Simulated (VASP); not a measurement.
OSZICAR of a VASP run on MnSe (space group F-43m):

File OSZICAR:
```
       N       E                     dE             d eps       ncg     rms          rms(c)
DAV:   1     0.844563879931E+02    0.84456E+02   -0.83895E+03  2068   0.826E+02
DAV:   2    -0.112981143091E+02   -0.95755E+02   -0.92071E+02  1936   0.246E+02
DAV:   3    -0.148623296997E+02   -0.35642E+01   -0.35498E+01  2132   0.545E+01
DAV:   4    -0.148949858798E+02   -0.32656E-01   -0.32654E-01  2013   0.525E+00
DAV:   5    -0.148954605986E+02   -0.47472E-03   -0.47471E-03  2174   0.639E-01    0.979E+00
DAV:   6    -0.140107327949E+02    0.88473E+00   -0.96669E+00  1778   0.390E+01    0.970E+00
DAV:   7    -0.138701906441E+02    0.14054E+00   -0.12464E+00  1747   0.178E+01    0.514E+00
DAV:   8    -0.138747060597E+02   -0.45154E-02   -0.41135E-02  1957   0.184E+00    0.287E+00
DAV:   9    -0.138621861280E+02    0.12520E-01   -0.34906E-02  2036   0.186E+00    0.708E-01
DAV:  10    -0.138671717731E+02   -0.49856E-02   -0.93146E-03  1796   0.119E+00    0.267E-01
DAV:  11    -0.138677844778E+02   -0.61270E-03   -0.11605E-03  1957   0.277E-01    0.890E-02
DAV:  12    -0.138677950062E+02   -0.10528E-04   -0.21012E-04  1992   0.136E-01    0.595E-02
DAV:  13    -0.138678002356E+02   -0.52294E-05   -0.25790E-05  1964   0.598E-02    0.341E-02
DAV:  14    -0.138678064173E+02   -0.61817E-05   -0.94323E-06  1887   0.332E-02    0.117E-02
DAV:  15    -0.138678084413E+02   -0.20240E-05   -0.14094E-06  1738   0.136E-02    0.276E-03
DAV:  16    -0.138678084409E+02    0.46430E-09   -0.15237E-07  1003   0.328E-03
   1 F= -.13867808E+02 E0= -.13862262E+02  d E =-.110931E-01  mag=     4.7088
```

### Question
Which electronic solver shows in the log?

### Answer
It is blocked Davidson (ALGO = Normal, or the opening steps of other solvers). The INCAR had ALGO = Normal.

### Question
How was spin treated?

### Answer
Collinear spin (ISPIN = 2): the summary line carries one mag value, 4.71 μB in the cell.

### Question
Can the final energy be trusted as converged?

### Answer
The run converged. It stopped with EDIFF = 1E-6, NELM = 100 (PBEsol GGA, plane waves, VASP's PBE PAW potentials (set 64)).  The moments were started parallel, and other spin orders were not tried in this run.

The structure comes from a measured MnSe entry of the Crystallography Open Database, whose conditions weren't checked. The cell was not relaxed at this level, and its volume differs by -5.9 % from the start's.
